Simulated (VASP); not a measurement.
A convergence study with VASP on BeTe (zinc blende): one setting is varied, all else stays as given below, so the limit is that of these other settings.

```yaml
crystal:
  lattice:
    - [0.00000, 2.81500, 2.81500]
    - [2.81500, 0.00000, 2.81500]
    - [2.81500, 2.81500, 0.00000]
  atoms:
    - { symbol: Be, position: [0.00000, 0.00000, 0.00000] }
    - { symbol: Te, position: [0.25000, 0.25000, 0.25000] }
```

Method: PBE GGA, VASP's PBE PAW potentials (set 64) (plane waves; VASP 6.6.1). The tightest run used: 550 eV cut-off, 17×17×17 Γ-centred mesh, Gaussian smearing of 0.050 eV, potentials Be Te.

```json
[
 {"setting": "1×1×1 mesh", "E (eV/atom)": "3.7177", "pressure (GPa)": "59.29", "irreducible k-points": "1"},
 {"setting": "2×2×2 mesh", "E (eV/atom)": "-2.9551", "pressure (GPa)": "8.77", "irreducible k-points": "3"},
 {"setting": "3×3×3 mesh", "E (eV/atom)": "-3.6472", "pressure (GPa)": "2.85", "irreducible k-points": "4"},
 {"setting": "5×5×5 mesh", "E (eV/atom)": "-3.8000", "pressure (GPa)": "1.33", "irreducible k-points": "10"},
 {"setting": "6×6×6 mesh", "E (eV/atom)": "-3.8077", "pressure (GPa)": "1.24", "irreducible k-points": "16"}
]
```

### Question
These are the cheaper rows. Estimate the results at 17×17×17 mesh, and how far the last row shown lies from them.

### Answer

| quantity | tightest run | last row shown is off by |
|---|---|---|
| E (eV/atom) | -3.8109 | 0.0032 |
| pressure (GPa) | 1.20 | 0.05 |

Left out are rungs that failed or repeat a setting and relaxations that didn't move; long series are thinned to 24 rows.

The compound is BeTe in the zinc blende structure. The cell was not relaxed at this level.
